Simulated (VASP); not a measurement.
Ti:

```
Ti
1.0
     2.95000    0.00000    0.00000
    -1.47500    2.55477    0.00000
     0.00000    0.00000    4.68000
Ti
2
Direct
  0.33333 0.66667 0.25000
  0.66667 0.33333 0.75000
```

| Property | Result |
| --- | --- |
| Program | VASP 6.6.1 |
| Task | relaxation of cell and atoms |
| Functional | PBE |
| Potentials or basis | VASP PAW PBE potentials, release 64 (Ti) |
| Cutoff | 300 eV |
| k mesh | 8 × 8 × 4 |
| Occupations | methfessel-paxton, width 0.1 eV |
| Spin | no spin polarisation |

At the start: pressure -3.5 GPa; volume 17.64 Å³/atom.

Q: How do energy, volume and symmetry change on relaxing?

A: Over 5 steps the energy falls by 6.5 meV/atom and the volume is 17.08 Å³/atom (-3.1 %); space group P6_3/mmc (No. 194, to 0.05 Å).

Step by step:
```csv
step,energy change (eV),largest force (eV/Å),pressure (GPa),volume (Å³)
1,0.0000,0.0000,-3.51,35.27
2,-0.0050,0.0000,3.08,33.33
3,-0.0127,0.0000,0.04,34.16
4,-0.0129,0.0000,0.02,34.17
5,-0.0129,0.0000,0.02,34.17
```

Final structure:
```cif
data_structure
_symmetry_space_group_name_H-M 'P 1'
_symmetry_Int_Tables_number 1
_cell_length_a 2.9265
_cell_length_b 2.9265
_cell_length_c 4.6066
_cell_angle_alpha 90.000
_cell_angle_beta 90.000
_cell_angle_gamma 120.000
_cell_volume 34.17
loop_
_atom_site_label
_atom_site_type_symbol
_atom_site_fract_x
_atom_site_fract_y
_atom_site_fract_z
_atom_site_occupancy
Ti1 Ti 0.33333 0.66667 0.25000 1
Ti2 Ti 0.66667 0.33333 0.75000 1
```
